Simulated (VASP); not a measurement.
Here is the system:

```
CELL_PARAMETERS angstrom
      3.74303     0.00000     0.00000
     -1.87152     3.24156     0.00000
      0.00000     0.00000     6.18104
ATOMIC_POSITIONS crystal
  V  0.33333 0.66667 0.99993
  V  0.66667 0.33333 0.49993
  S  0.33333 0.66667 0.37507
  S  0.66667 0.33333 0.87507
```
Starting moments (μB, in the order of the record's atoms V V S S): 2.1 2.1 -0.1 -0.1.

Calculation: PBEsol GGA, VASP's PBE PAW potentials (set 64) (plane waves; VASP). Settings: 400 eV cut-off, Gaussian smearing of 0.050 eV, potentials V_sv S.

Problem. Give the spin-up energies of bands 11 to 24 at the high-symmetry points, in eV from the Fermi level.

Solution. 
```json
[
 {"band": "11", "Γ": "-6.46", "M": "-6.26", "K": "-5.61", "A": "-5.78", "L": "-6.48", "H": "-5.97"},
 {"band": "12", "Γ": "-4.81", "M": "-6.01", "K": "-5.42", "A": "-5.78", "L": "-6.48", "H": "-5.97"},
 {"band": "13", "Γ": "-4.79", "M": "-5.14", "K": "-5.31", "A": "-4.72", "L": "-4.62", "H": "-5.52"},
 {"band": "14", "Γ": "-4.79", "M": "-4.58", "K": "-5.31", "A": "-4.72", "L": "-4.62", "H": "-5.52"},
 {"band": "15", "Γ": "-4.61", "M": "-4.52", "K": "-4.75", "A": "-4.72", "L": "-4.45", "H": "-4.17"},
 {"band": "16", "Γ": "-4.61", "M": "-4.29", "K": "-4.75", "A": "-4.72", "L": "-4.45", "H": "-4.17"},
 {"band": "17", "Γ": "-1.33", "M": "-1.64", "K": "-1.51", "A": "-0.90", "L": "-0.95", "H": "-1.37"},
 {"band": "18", "Γ": "-1.33", "M": "-1.39", "K": "-1.37", "A": "-0.90", "L": "-0.95", "H": "-1.37"},
 {"band": "19", "Γ": "-0.59", "M": "-0.66", "K": "-1.37", "A": "-0.90", "L": "-0.55", "H": "-0.59"},
 {"band": "20", "Γ": "-0.59", "M": "-0.53", "K": "-1.14", "A": "-0.90", "L": "-0.55", "H": "-0.59"},
 {"band": "21", "Γ": "-0.32", "M": "-0.41", "K": "-0.26", "A": "1.09", "L": "-0.53", "H": "-0.14"},
 {"band": "22", "Γ": "1.61", "M": "-0.33", "K": "-0.08", "A": "1.09", "L": "-0.53", "H": "-0.14"},
 {"band": "23", "Γ": "1.63", "M": "0.12", "K": "0.77", "A": "2.25", "L": "0.76", "H": "0.10"},
 {"band": "24", "Γ": "1.63", "M": "0.39", "K": "0.77", "A": "2.25", "L": "0.76", "H": "0.10"}
]
```

Problem. Give the spin-down energies of bands 11 to 24 at the high-symmetry points, in eV from the Fermi level.

Solution. 
```csv
band,Γ,M,K,A,L,H
11,-6.09,-5.87,-5.29,-5.36,-6.04,-5.54
12,-4.32,-5.55,-4.95,-5.36,-6.04,-5.54
13,-4.29,-4.78,-4.92,-4.22,-4.22,-5.13
14,-4.29,-4.15,-4.92,-4.22,-4.22,-5.13
15,-4.12,-4.09,-4.38,-4.22,-4.04,-3.79
16,-4.12,-3.98,-4.38,-4.22,-4.04,-3.79
17,0.60,-0.45,-0.19,1.11,0.29,-0.04
18,0.60,0.07,0.08,1.11,0.29,-0.04
19,1.00,0.76,0.08,1.11,1.27,1.04
20,1.40,1.21,0.19,1.11,1.27,1.04
21,1.40,1.31,1.45,2.33,1.43,1.66
22,2.19,1.51,1.90,2.33,1.43,1.66
23,2.89,1.94,2.35,3.37,2.00,1.76
24,2.89,2.18,2.35,3.37,2.00,1.76
```

It has no gap at this level: it comes out as a metal or semimetal.

The structure was generated: VS was put into the wurtzite type (P6_3mc), which need not be its known phase. It was relaxed first, which changed the volume by -29 %.
